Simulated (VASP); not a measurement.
Here is a VASP 6.6.1 calculation.

The input INCAR:

```
PREC = Accurate
ENCUT = 520
EDIFF = 1E-7
ISMEAR = 0
SIGMA = 0.03
LREAL = F
LASPH = T
NELM = 120
ALGO = Normal
ISIF = 3
LWAVE = F
LCHARG = F
GGA = PE
IBRION = 2
NSW = 60
EDIFFG = -0.005
POTIM = 0.3
KPAR = 8
```

File KPOINTS:

```
Automatic mesh
0
Gamma
  8 8 8
```

File POSCAR:

```
Be3CdO4                                 
1.0
   -2.1289655134      2.1289655134      3.9723101895
    2.1289655134     -2.1289655134      3.9723101895
    2.1289655134      2.1289655134     -3.9723101895
  Be              Cd              O             
     3     1     4
Direct
     0.2500000000000000    0.7500000000000000    0.5000000000000000
     0.7500000000000000    0.2500000000000000    0.5000000000000000
     0.5000000000000000    0.5000000000000000    1.0000000000000000
     0.0000000000000000    0.0000000000000000    1.0000000000000000
     0.4414453306197353    0.8490808835066469    0.0000000000000000
     0.8490808835066469    0.4414453306197353    0.0000000000000000
     0.1509191164933531    0.1509191164933531    0.5923644471130955
     0.5585546693802648    0.5585546693802648    0.4076355528869045
```

Potentials or basis: VASP PAW PBE potentials, release 64 (Be, Cd, O).

The run is started by

```sh
$ cat potpaw_PBE.64/Be/POTCAR potpaw_PBE.64/Cd/POTCAR potpaw_PBE.64/O/POTCAR > POTCAR
$ mpirun -np 8 vasp_std > vasp.out
```

(1) Estimate the band gap on the k mesh.

(2) What does it give for the space group after relaxing (to 0.05 Å)?

(3) Predict the relaxed cell.

## Answers

(1) 2.96 eV, indirect (least direct gap 3.01 eV).

(2) I-42m (No. 121).

(3) a = 4.981 Å, b = 4.981 Å, c = 4.981 Å, α = 129.36°, β = 129.36°, γ = 74.44°.
